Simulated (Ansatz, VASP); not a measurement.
# Cross-check of Mo2CSO (Mo2COS MXene, 1 layer) between VASP and Ansatz

One calculation is typed for both programs; each brings its own data sets. How far apart do they land? Of the first pair: The structure shown is the start of the Ansatz relaxation below; VASP solves that cell, so the two are compared at the walk's first step.

Calculated with Ansatz 0.2.0; plane waves, with VASP 6.6.1 beside it; single point at PBE.

## (1) Set-up

The cell holds 5 atoms: 1 S, 2 Mo, 1 C and 1 O. Cell: a = 3.025 Å, b = 3.025 Å, c = 20.151 Å, α = 90.0°, β = 90.0°, γ = 120.0°. Vacuum lies along c.

As a file:

```cif
data_structure
_symmetry_space_group_name_H-M 'P 1'
_symmetry_Int_Tables_number 1
_cell_length_a 3.0247
_cell_length_b 3.0247
_cell_length_c 20.1514
_cell_angle_alpha 90.000
_cell_angle_beta 90.000
_cell_angle_gamma 120.000
_cell_volume 159.67
loop_
_atom_site_label
_atom_site_type_symbol
_atom_site_fract_x
_atom_site_fract_y
_atom_site_fract_z
_atom_site_occupancy
S1 S 0.33333 0.66667 0.37218 1
Mo2 Mo 0.66667 0.33333 0.45646 1
Mo3 Mo 0.33333 0.66667 0.57492 1
C4 C 0.00000 0.00000 0.51569 1
O5 O 0.66667 0.33333 0.62782 1
```

## (2) Ansatz: relaxation, PBE

Ansatz runs on its default PAW (the set named soft_2) files.

The two programs are compared at the cell with which this relaxation starts, whose forces are those of its first step.

The input, input.yaml:

```yaml
crystal:
  lattice:
    - [3.024736, 0.0, 0.0]
    - [-1.512368, 2.6194982157, 0.0]
    - [0.0, 0.0, 20.1513579428]
  atoms:
    - { symbol: S, position: [0.3333333333, 0.6666666667, 0.3721833547] }
    - { symbol: Mo, position: [0.6666666667, 0.3333333333, 0.4564634339] }
    - { symbol: C, position: [0.0, 0.0, 0.5156892311] }
    - { symbol: Mo, position: [0.3333333333, 0.6666666667, 0.5749150284] }
    - { symbol: O, position: [0.6666666667, 0.3333333333, 0.6278166453] }
kpoints:
  mp_grid: { grid: [12, 12, 1] }
hamiltonian:
  xc: pbe
scf:
  occupations: { method: fermi_dirac, width: 0.05 }
  convergence: { dr2_threshold: 1.0e-08 }
efield:
  axis: 3
  dipole_correction: true
  ramp_position: 0.97
  ramp_width: 0.04
relax:
  f_tol: 0.01
  cell: { fix: [c, alpha, beta] }
output:
  write_potential: true
  write_density: true
  volumetric_format: npy
```

On the command line:

```console
> ansatz run input.yaml --threads 2 --pin off --max-ram 4096MiB --backend cpu --events-out ev --progress --plain --runs-dir out
```

Numbers of over 12 decimals in the logs are rounded to 6 here.

Output:

```text
Warning: relax.cell: scf.convergence.dr2_threshold = 1e-8 eV is looser than the 5e-10 eV advised for a relaxation that steers and ends on the stress (1e-10 eV for each atom of the cell: 5). What an SCF threshold leaves in a stress goes as its square root, and in the free energy as the threshold itself, and one threshold admits the most on a small cell: [figures from the program's tests cut] Set scf.convergence.dr2_threshold to 5e-10 eV or tighter. The threshold is an SCF's pass mark: one that does not reach it within its budget of iterations ends unconverged, or closes short of it on a stop that the run arms, and scf.convergence.dr2_threshold's page says what that costs each kind of run
Engine: ansatz 0.2.0, aarch64-unknown-linux-gnu
Pseudopotentials: kind: paw
Pseudopotential: S, paw, valence charge 6, recommended cutoff 420 eV (normal), S.paw.azcp
Pseudopotential: Mo, paw, valence charge 14, recommended cutoff 420 eV (normal), Mo.paw.azcp
Pseudopotential: C, paw, valence charge 4, recommended cutoff 420 eV (normal), C.paw.azcp
Pseudopotential: O, paw, valence charge 6, recommended cutoff 420 eV (normal), O.paw.azcp
Functional definition: PBE
  parameter kappa = 0.804
  parameter beta = 0.066725
  exchange = pbe_x(kappa = kappa, mu = beta*pi^2/3)
  correlation = pbe_c(beta = beta)
Crystal: 5 atoms, lattice volume = 159.665 Å³
Basis set: ecut = 420 eV, 3067 PW (Γ), exchange–correlation on 48×48×270 points (8 copies of the dense FFT grid, shifted against one another)
Bands: 27, of which v1, the nominal top of the filled ones, is band 22 counted from 1 (21 counted from 0)
Symmetry: 6 space group operations
Space group: P3m1 (ITA 156), of the structure as read, at distance tolerance 5.4e-5 Å
k-points: 19 of 144 (time reversal used)
Non-local potential: S, projectors of the file, l = 0: 2, l = 1: 2, l = 2: 2
Non-local potential: Mo, projectors of the file, l = 0: 3, l = 1: 2, l = 2: 2, l = 3: 1
Non-local potential: C, projectors of the file, l = 0: 2, l = 1: 2, l = 2: 1
Non-local potential: O, projectors of the file, l = 0: 2, l = 1: 2, l = 2: 1
PAW form: soft (Blöchl's): semilocal exchange-correlation on the pseudo side does not see the compensation charge
PAW one-centre angular grid: S, 110 points (default); XC on 64 Gauss nodes
PAW one-centre angular grid: Mo, 590 points (default); XC on 64 Gauss nodes
PAW one-centre angular grid: C, 110 points (default); XC on 64 Gauss nodes
PAW one-centre angular grid: O, 110 points (default); XC on 64 Gauss nodes
Initial density: superposition of atomic densities (neutral atoms: chi_scale 0, normalization atom), corrected by the library's trained network
Initial wavefunctions: pseudopotential atomic-orbital guess
Functional: x = pbe(κ = 0.804, μ = 0.219515), c = pbe(β = 0.066725)
SCF iter   1: F=—  HF=-11632.791921 eV  |F-HF|=—  |Δ(HF+E_count)|=         —  Δρ=7.54e-3  dr2=7.05e-1  ethr=1.77e-3  p=-0.028 e·Å  D=-3.13e-2 V/Å  ΔV_dip=0.63 eV  dr2_dipole=1.97e-1  V_vac-E_F(+/−)=5.58/4.95 eV  ⟨swp⟩=9.6  Hψ=3206  notcnv=0
efield: sawtooth ramp at fractional position 0.9700 (set: `efield.ramp_position`, or a place that a band, a saddle search or an elastic batch's reference lends), width 0.0400; the density the first Hamiltonian is built on has a dipole p = -0.028 e·Å; the dipole correction subtracts the counter field D = -3.13e-2 V/Å, which shifts the + side's vacuum level by +0.63 eV against the − side's; the planar-averaged density in the ramp window peaks in size at 3.0e-5 e/Å³
preconditioner: auto → LDOS  [metal: Δε(μ)=0.018 eV  Ē_g=8.169 eV  σ=0.050 eV  W_gap=0.09  n_scr=14 (ndim 8)  ℏωp=15.6 eV  f_vac=0.600  D(μ)=3.87/eV (n_scr^D=12)  β→1.0]
SCF iter   2: F=—  HF=-11632.764109 eV  |F-HF|=—  |Δ(HF+E_count)|=   2.78e-2  Δρ=3.10e-3  dr2=2.44e-2  ethr=1.60e-3  p=-0.024 e·Å  D=-2.69e-2 V/Å  ΔV_dip=0.54 eV  dr2_dipole=5.28e-4  V_vac-E_F(+/−)=5.69/5.14 eV  ⟨swp⟩=1.9  Hψ=700  notcnv=0
SCF iter   3: F=—  HF=-11632.761882 eV  |F-HF|=—  |Δ(HF+E_count)|=   2.23e-3  Δρ=9.96e-4  dr2=9.03e-3  ethr=5.54e-5  p=-0.028 e·Å  D=-3.14e-2 V/Å  ΔV_dip=0.63 eV  dr2_dipole=2.45e-3  V_vac-E_F(+/−)=5.70/5.07 eV  ⟨swp⟩=2.4  Hψ=809  notcnv=0
SCF iter   4: F=—  HF=-11632.761737 eV  |F-HF|=—  |Δ(HF+E_count)|=   1.46e-4  Δρ=4.76e-4  dr2=1.74e-3  ethr=2.05e-5  p=-0.026 e·Å  D=-2.98e-2 V/Å  ΔV_dip=0.60 eV  dr2_dipole=3.16e-4  V_vac-E_F(+/−)=5.71/5.11 eV  ⟨swp⟩=1.8  Hψ=566  notcnv=0
SCF iter   5: F=—  HF=-11632.761666 eV  |F-HF|=—  |Δ(HF+E_count)|=   7.09e-5  Δρ=1.63e-4  dr2=2.28e-4  ethr=3.96e-6  p=-0.027 e·Å  D=-3.03e-2 V/Å  ΔV_dip=0.61 eV  dr2_dipole=4.33e-5  V_vac-E_F(+/−)=5.71/5.10 eV  ⟨swp⟩=1.5  Hψ=585  notcnv=0
[...]
SCF 10 converged in 5 iterations: F = -11633.086512 eV  dr2 = 5.76e-9
relax step  10: F+E_penalty+E_count = -11633.08651181 eV  Δ(F+E_penalty+E_count) = +5.789e-5 eV  max|allowed force component| = 4.568e-4 eV/Å  Δτ_max = 0.0026 Å  P = +0.006 GPa  Ω = 174.706 Å³  energy of the carried Pulay correction = -2.439e-4 eV  fix = [c, alpha, beta]  reactions: c -0.000 GPa  (5 SCF iters, accepted)
iter 1 solved again at ethr=5.10e-7 eV; its pass at ethr=3.10e-3 eV (dr2=2.25e-4 eV) is discarded
SCF iter   1: F=—  HF=-11633.086732 eV  |F-HF|=—  |Δ(HF+E_count)|=         —  Δρ=1.93e-5  dr2=3.93e-8  ethr=5.10e-7  p=-0.043 e·Å  D=-4.50e-2 V/Å  ΔV_dip=0.91 eV  dr2_dipole=2.01e-9  V_vac-E_F(+/−)=6.19/5.28 eV  ⟨swp⟩=4.1  Hψ=4624  notcnv=0
efield: sawtooth ramp at fractional position 0.9700 (set: `efield.ramp_position`, or a place that a band, a saddle search or an elastic batch's reference lends), width 0.0400; the density the first Hamiltonian is built on has a dipole p = -0.043 e·Å; the dipole correction subtracts the counter field D = -4.50e-2 V/Å, which shifts the + side's vacuum level by +0.91 eV against the − side's; the planar-averaged density in the ramp window peaks in size at 3.0e-6 e/Å³
eigensolver tolerance schedule: the retry pair's looser diagonalisation over-reported the residual by 5709.29 of it (diagonalisation noise at 15.75 of the residual, at the tolerance the schedule requests for it); recorded, not acted on — ethr = c·dr2/N_el stays at c = 1.0e-1
preconditioner: auto → LDOS  [metal: Δε(μ)=0.054 eV  Ē_g=7.723 eV  σ=0.050 eV  W_gap=0.26  n_scr=12 (ndim 8)  ℏωp=14.9 eV  f_vac=0.613  D(μ)=2.77/eV (n_scr^D=10)  β→1.0]
SCF iter   2: F=—  HF=-11633.086791 eV  |F-HF|=—  |Δ(HF+E_count)|=   5.97e-5  Δρ=4.21e-6  dr2=2.53e-8  ethr=8.94e-11  p=-0.043 e·Å  D=-4.50e-2 V/Å  ΔV_dip=0.91 eV  dr2_dipole=9.83e-10  V_vac-E_F(+/−)=6.19/5.28 eV  ⟨swp⟩=4.2  Hψ=1653  notcnv=0
SCF iter   3: F=-11633.086791 eV  HF=-11633.086790 eV  |F-HF|=1.20e-6  |Δ(HF+E_count)|=   1.20e-6  Δρ=1.21e-6  dr2=1.81e-9  ethr=2.27e-11  p=-0.043 e·Å  D=-4.50e-2 V/Å  ΔV_dip=0.91 eV  dr2_dipole=2.67e-10  V_vac-E_F(+/−)=6.19/5.28 eV  ⟨swp⟩=11.4  Hψ=4550  notcnv=0
SCF 11 converged in 3 iterations: F = -11633.086791 eV  dr2 = 1.81e-9
relax step  11: F+E_penalty+E_count = -11633.08679121 eV  Δ(F+E_penalty+E_count) = -2.794e-4 eV  max|allowed force component| = 4.165e-4 eV/Å  Δτ_max = 0.0000 Å  P = +0.007 GPa  Ω = 174.706 Å³  fix = [c, alpha, beta]  reactions: c -0.001 GPa  stress off target by 1.07e-2 GPa on what of the cell is left free  SCF on the basis re-selected at this cell (its energy is not comparable with the rows above)  (3 SCF iters)
basis re-selected at this cell: Δ(F+E_penalty+E_count) = -2.794e-4 eV, ΔP = +0.001 GPa vs the last step (what re-selecting the basis moved, of the pressure what is left beyond the Pulay correction that the steps carried, after the strain that the cell walked since its last selection, with what the two solves' SCF thresholds leave and, on support functions, any second-order correction that the steps lacked; it is no m [...]
WARN: The output density's exchange-correlation potential varies sharply where the density is thin. Do not read a vacuum level from v_tot or v_xc, or from such a field of the output density. On a cell that repeats whose density bears no net charge and no dipole along the vacuum's axis use v_es (v_loc + v_h of the components); under efield.dipole_correction with no amplitude use v_es + v_field, which holds any externa [...]
SCF converged after 3 iterations
Free energy (F): -11633.086791 eV
Harris-Foulkes:  -11633.086790 eV  (|F-HF|=1.20e-6)
Internal energy: -11633.065390 eV  (E = F + TS)
E sigma→0 (E₀):  -11633.076091 eV
Entropy (-TS):   -0.021401 eV (-4.280 meV/atom)
Fermi energy:    1.696724 eV
Dipole field:    D = -0.044985 V/Å  (p = -0.043432 e·Å, saw-weighted, corrected)
Work function:   Φ+ = 6.1891 eV   Φ− = 5.2825 eV
Levels:          The Fermi level and band energies are counted from a zero that moves with the ramp; work functions are not
--- Per-component energies (eV) ---
  E_band       = -787.784311
  E_kinetic    = 1251.830402
  E_local      = -37487.962535  (includes V_loc(G=0)·N_el)
  E_nonlocal   = 386.441179
  E_hartree    = 18046.520675
  E_xc         = -586.250305
  E_vxc        = -699.639908  (∫ρ·V_xc dr)
  E_paw        = -7258.057411  (= ΣΔE_a)
  E_vpaw       = -332.342009  (= ΣTr[D̂ρ^β])
  E_aug_tail   = 0.002465  (compensation charges beyond the density's cutoff)
  E_efield     = 0.000977  (sawtooth field / dipole correction)
  E_vefield    = 0.847419  (∫n·V_field dr)
  E_ewald      = 14014.409162
  E_smearing   = -0.021401  (= −TS)
  E_closure    = 0.000000  (closes the sum)
  Σ components = -11633.086791   (vs F -11633.086791, Δ=0.00e0)
--- Forces (eV/Å), atoms counted from 1 ---
  atom   1  S      0.00000000     0.00000000    -0.00004910
  atom   2  Mo     0.00000000    -0.00000000     0.00024732
  atom   3  C      0.00000000     0.00000000    -0.00029226
  atom   4  Mo    -0.00000000     0.00000000     0.00042041
  atom   5  O     -0.00000000    -0.00000000    -0.00030691
  max |Σ_I F_I| component: 1.95e-5 eV/Å
--- Stress (GPa, compression-positive) ---
        0.010713       0.000000       0.000000
        0.000000       0.010713       0.000000
       -0.000000       0.000000      -0.000673
  P = ⅓ Tr σ = 0.0069 GPa (0.069 kbar)
--- Band table (eV; the first three rows and the last of 19) ---
  k-point 0: bands = [... 18 lower, -0.6315, -0.6315, 0.8938, 0.8938, 0.9045, 2.0485, 2.0485, 3.3056, ... 1 higher]
  k-point 1: bands = [... 18 lower, -0.7652, -0.6215, 0.3260, 1.0168, 1.3515, 2.1458, 2.1759, 3.4808, ... 1 higher]
  k-point 2: bands = [... 18 lower, -0.8508, -0.5415, -0.2071, 1.0899, 1.6650, 2.2840, 2.6323, 3.2946, ... 1 higher]
  k-point 18: bands = [... 18 lower, -2.2715, -2.2405, 1.0182, 1.1300, 1.5540, 2.7665, 3.3143, 3.5828, ... 1 higher]
--- Relaxed structure (9 steps of the walk, 7 accepted, 2 SCFs on fresh bases) ---
  F+E_penalty+E_count = -11633.08679121 eV   max|allowed force component| = 4.165e-4 eV/Å   (the final SCF, on the basis selected at the relaxed cell)
  cell:  # Å, volume = 174.7061 Å³
    - [3.164000, 0.0, 0]
    - [-1.582000, 2.740105, 0]
    - [0, 0, 20.1513579428]
  atoms:
    - { symbol: S, position: [0.333333, 0.666667, 0.378194] }
    - { symbol: Mo, position: [0.666667, 0.333333, 0.460535] }
    - { symbol: C, position: [0, 0, 0.515351] }
    - { symbol: Mo, position: [0.333333, 0.666667, 0.569585] }
    - { symbol: O, position: [0.666667, 0.333333, 0.623403] }
```

In the SCF lines HF is the Harris–Foulkes energy and dr2 the Hartree energy of the density residual, in eV; the loop may stop once dr2 is under the threshold and the program's other checks hold. Hψ counts applications of the Hamiltonian.

(Part 1 of 2 ends here.)

[Lines on the potential files, build, host, timing and source positions are cut from VASP's logs without a mark.]

[Logs are printed without paths, hosts, clocks, repeated set-up lines and the standing remarks that a program may print on its own settings, such as how far it seeks lower states.]

[Hosts, paths, dates, database ids (printed as entryN), source tags and the programs' standing remarks are cut or masked in the printed files.]
